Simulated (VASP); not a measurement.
These are SCAN meta-GGA, VASP's PBE PAW potentials (set 64) (plane waves; VASP 6.6.1) values and carry that method's errors.

A VASP calculation is set up with these files.

**KPOINTS**
```
Automatic mesh
0
Gamma
4 4 4
```

**POSCAR**
```
CsPbCl3
1.0
  5.6453896736   0.0000000000   0.0000000000
  0.0000000000   5.6453896736   0.0000000000
  0.0000000000   0.0000000000   5.6453896736
Cs Pb Cl
1 1 3
Cart
  0.0000000000   0.0000000000   0.0000000000
  2.8226948368   2.8226948368   2.8226948368
  2.8226948368   0.0000000000   2.8226948368
  0.0000000000   2.8226948368   2.8226948368
  2.8226948368   2.8226948368   0.0000000000
```

### INCAR
```
# general
SYSTEM  = CsPbCl3
PREC    = Accurate
ENCUT   = 520   # plane-wave cut-off (eV)
LREAL   = .FALSE.   # projection in real space or not
LASPH   = .TRUE.   # aspherical one-centre terms

# electronic loop
EDIFF   = 1E-7   # SCF stop (eV)
NELM    = 100
ALGO    = Normal
LMAXMIX = 4   # l cut-off of mixed one-centre charges
LMIXTAU = .TRUE.

# smearing
ISMEAR  = 0
SIGMA   = 0.05   # width (eV)

# functional
METAGGA = SCAN

# ions
ISIF    = 2   # forces and stress, cell fixed

# output
LWAVE   = .FALSE.
LCHARG  = .FALSE.
```

POTCAR, in this order: Cs_sv Pb_d Cl (PBE.64 set). Program: vasp_std.

The resulting files:

File OUTCAR:
```
 ion  position               nearest neighbor table
   1  0.000  0.000  0.000-
   2  0.500  0.500  0.500-   3 2.82   4 2.82   5 2.82   5 2.82   3 2.82   4 2.82
   3  0.500  0.000  0.500-   2 2.82   2 2.82
   4  0.000  0.500  0.500-   2 2.82   2 2.82
   5  0.500  0.500  0.000-   2 2.82   2 2.82
  LATTYP: Found a simple cubic cell.
 ALAT       =     5.6453896736
 Subroutine PRICEL returns:
 Original cell was already a primitive cell.
 Subroutine GETGRP returns: Found 48 space group operations
The static configuration has the point symmetry O_h .
The dynamic configuration has the point symmetry O_h .
 Subroutine INISYM returns: Found 48 space group operations
 Subroutine IBZKPT returns following result:
 Found     10 irreducible k-points:

 Following reciprocal coordinates:
            Coordinates               Weight
  0.000000  0.000000  0.000000      1.000000
  0.250000  0.000000  0.000000      6.000000
  0.500000  0.000000  0.000000      3.000000
  0.250000  0.250000  0.000000     12.000000
  0.500000  0.250000  0.000000     12.000000
  0.500000  0.500000  0.000000      3.000000
  0.250000  0.250000  0.250000      8.000000
  0.500000  0.250000  0.250000     12.000000
  0.500000  0.500000  0.250000      6.000000
  0.500000  0.500000  0.500000      1.000000
   k-points           NKPTS =     10   k-points in BZ     NKDIM =     10   number of bands    NBANDS=     26
   number of dos      NEDOS =    301   number of ions     NIONS =      5
   total plane-waves  NPLWV =  74088
   dimension x,y,z NGX =    42 NGY =   42 NGZ =   42
   dimension x,y,z NGXF=    84 NGYF=   84 NGZF=   84
   ions per type =               1   1   3
   PREC   = accura    normal or accurate (medium, high low for compatibility)
   ISTART =      0    job   : 0-new  1-cont  2-samecut
   ICHARG =      2    charge: 1-file 2-atom 10-const
   ISPIN  =      1    spin polarized calculation?
   LNONCOLLINEAR =      F non collinear calculations
   LSORBIT =      F    spin-orbit coupling
   INIWAV =      1    electr: 0-lowe 1-rand  2-diag
   ENCUT  =  520.0 eV  38.22 Ry    6.18 a.u.  10.50 10.50 10.50*2*pi/ulx,y,z
   NELM   =    100;   NELMIN=  2; NELMDL= -5     # of ELM steps
   EDIFF  = 0.1E-06   stopping-criterion for ELM
   LREAL  =      F    real-space projection
   NLSPLINE    = F    spline interpolate recip. space projectors
   LMAXMIX     =    4 max onsite mixed and CHGCAR
   VOSKOWN=      0    Vosko Wilk Nusair interpolation
   EDIFFG = 0.1E-05   stopping-criterion for IOM
   NSW    =      0    number of steps for IOM
   NBLOCK =      1;   KBLOCK =      1    inner block; outer block
   IBRION =     -1    ionic relax: 0-MD 1-quasi-New 2-CG
   NFREE  =      0    steps in history (QN), initial steepest desc. (CG)
   ISIF   =      2    stress and relaxation
   ISYM   =      2    0-nonsym 1-usesym 2-fastsym
   TEIN   =    0.0    initial temperature
   TEBEG  =    0.0;   TEEND  =   0.0 temperature during run
   SMASS  =  -3.00    Nose mass-parameter (am)
   PSTRESS=    0.0 pullay stress
   NELECT =      44.0000    total number of electrons
   EFERMI =   0.00;   METHOD = LEGACY
   ISMEAR =     0;   SIGMA  =   0.05  broadening in eV -4-tet -1-fermi 0-gaus
   IALGO  =     38    algorithm
   LDIAG  =      T    sub-space diagonalisation (order eigenvalues)
   IMIX   =      4    mixing-type and parameters
     AMIX     =   0.40;   BMIX     =  1.00
     AMIX_MAG =   1.60;   BMIX_MAG =  1.00
     AMIN     =   0.10
   METAGGA = SCAN    functional components
   VOSKOWN =     0    Vosko Wilk Nusair interpolation
   LHFCALC =     F    Hartree Fock is set to
   LHFONE  =     F    Hartree Fock one center treatment
   AEXX    =    0.0000 exact exchange contribution
   IVDW    =     0    specifies the selected vdW correction
...
```

OSZICAR:
```
       N       E                     dE             d eps       ncg     rms          rms(c)
DAV:   1     0.286061717000E+03    0.28606E+03   -0.19550E+04   520   0.155E+03
DAV:   2    -0.103183875686E+03   -0.38925E+03   -0.38020E+03   622   0.357E+02
DAV:   3    -0.154679399227E+03   -0.51496E+02   -0.50842E+02   636   0.137E+02
DAV:   4    -0.156902519303E+03   -0.22231E+01   -0.22162E+01   672   0.347E+01
DAV:   5    -0.156963638959E+03   -0.61120E-01   -0.61073E-01   700   0.495E+00    0.535E+00
DAV:   6    -0.149359412303E+03    0.76042E+01   -0.48550E+00   622   0.333E+01    0.430E+00
DAV:   7    -0.144408528049E+03    0.49509E+01   -0.16839E+00   550   0.101E+01    0.179E+00
DAV:   8    -0.145612783977E+03   -0.12043E+01   -0.95356E-01   662   0.689E+00    0.138E+00
DAV:   9    -0.145592876477E+03    0.19908E-01   -0.37574E-01   526   0.594E+00    0.987E-01
DAV:  10    -0.145705827429E+03   -0.11295E+00   -0.31727E-01   520   0.592E+00    0.299E-01
DAV:  11    -0.145663984417E+03    0.41843E-01   -0.10140E-01   592   0.302E+00    0.408E-01
DAV:  12    -0.145672769239E+03   -0.87848E-02   -0.70400E-03   570   0.842E-01    0.292E-01
DAV:  13    -0.145669518363E+03    0.32509E-02   -0.64174E-03   614   0.863E-01    0.226E-01
DAV:  14    -0.145679398220E+03   -0.98799E-02   -0.18867E-02   556   0.155E+00    0.108E-01
DAV:  15    -0.145680570164E+03   -0.11719E-02   -0.36335E-03   524   0.652E-01    0.119E-01
DAV:  16    -0.145681177564E+03   -0.60740E-03   -0.23919E-04   714   0.180E-01    0.706E-02
DAV:  17    -0.145681717071E+03   -0.53951E-03   -0.35274E-04   622   0.218E-01    0.268E-02
DAV:  18    -0.145681717185E+03   -0.11459E-06   -0.71804E-05   632   0.887E-02    0.667E-03
DAV:  19    -0.145681767565E+03   -0.50380E-04   -0.23516E-05   536   0.556E-02    0.686E-03
DAV:  20    -0.145681763977E+03    0.35882E-05   -0.70431E-06   542   0.312E-02    0.668E-03
DAV:  21    -0.145681778008E+03   -0.14031E-04   -0.48477E-06   572   0.274E-02    0.226E-03
DAV:  22    -0.145681780973E+03   -0.29645E-05   -0.15200E-06   704   0.133E-02    0.455E-04
DAV:  23    -0.145681780685E+03    0.28748E-06   -0.10929E-07   422   0.380E-03    0.676E-04
DAV:  24    -0.145681779358E+03    0.13269E-05   -0.48185E-08   344   0.336E-03    0.196E-04
DAV:  25    -0.145681779364E+03   -0.55011E-08   -0.11355E-08   330   0.111E-03
   1 F= -.14568178E+03 E0= -.14568178E+03  d E =-.592907E-11
```

File OUTCAR:
```
------------------------ aborting loop because EDIFF is reached ----------------------------------------
  FORCE on cell =-STRESS in cart. coord.  units (eV):
  Direction    XX          YY          ZZ          XY          YZ          ZX
  --------------------------------------------------------------------------------------
  Total        0.0780654      0.0780654      0.0780654      0.0000000      0.0000000      0.0000000
  in kB        0.6951643      0.6951643      0.6951643      0.0000000      0.0000000      0.0000000
  external PRESSURE =       0.6951643 kB  Pullay stress =       0.0000000 kB
  volume of cell :      179.92
      direct lattice vectors                 reciprocal lattice vectors
     5.645389674  0.000000000  0.000000000     0.177135691  0.000000000  0.000000000
     0.000000000  5.645389674  0.000000000     0.000000000  0.177135691  0.000000000
     0.000000000  0.000000000  5.645389674     0.000000000  0.000000000  0.177135691
 POSITION                                       TOTAL-FORCE (eV/Angst)
 -----------------------------------------------------------------------------------
      0.00000      0.00000      0.00000         0.000000      0.000000      0.000000
      2.82269      2.82269      2.82269         0.000000      0.000000      0.000000
      2.82269      0.00000      2.82269         0.000000      0.000000      0.000000
      0.00000      2.82269      2.82269         0.000000      0.000000      0.000000
      2.82269      2.82269      0.00000         0.000000      0.000000      0.000000
 -----------------------------------------------------------------------------------
    total drift:                                0.000000     -0.000000     -0.000000
  FREE ENERGIE OF THE ION-ELECTRON SYSTEM (eV)
  ---------------------------------------------------
  free  energy   TOTEN  =      -145.6817793637 eV

  energy  without entropy=     -145.6817793637  energy(sigma->0) =     -145.68177936
```
(Selected blocks of OUTCAR.)

The compound is CsPbCl3 in the cubic perovskite structure, the ideal cubic form; the compound distorts at low or room temperature. It was relaxed first.
